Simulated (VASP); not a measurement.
BiTe, 2 atoms in the cell. It takes space group Fm-3m (No. 225, cubic). The conventional cell has a = 6.470 Å, b = 6.470 Å, c = 6.470 Å, α = 90.00°, β = 90.00°, γ = 90.00°. Bi (site symmetry m-3m) is surrounded by 6 Te at 3.23 Å. Around Te (site symmetry m-3m) lie 6 Bi at 3.23 Å. 

- Program: VASP 6.6.1
- Task: relaxation of cell and atoms
- Functional: PBE
- Potentials or basis: VASP PAW PBE potentials, release 64 (Bi_d, Te)
- Cutoff: 600 eV
- k mesh: 7 × 7 × 7
- Occupations: fermi-dirac, width 0.05 eV
- Spin: no spin polarisation
- Target pressure: 2 GPa
- Further INCAR settings: ALGO = Normal; EDIFF = 1e-06; IBRION = 2; EDIFFG = -0.01; NSW = 60; ISIF = 3
- Target pressure: 2 GPa

Potentials or basis: VASP PAW PBE potentials, release 64 (Bi_d, Te).

The run is started by

```sh
$ cat potpaw_PBE.64/Bi_d/POTCAR potpaw_PBE.64/Te/POTCAR > POTCAR
$ mpirun -np 1 vasp_std > vasp.out
```

Hardware: 1 thread of AMD EPYC 7R43 64-Core Processor (Zen 3), on a shared host.

Q: Estimate the wall time of this run.

A: It took 59 s on 1 thread of AMD EPYC 7R43 64-Core Processor (Zen 3), on a shared host, peak memory 0.21 GiB. Counts: scf iterations 28, k points 20, ion steps 3.
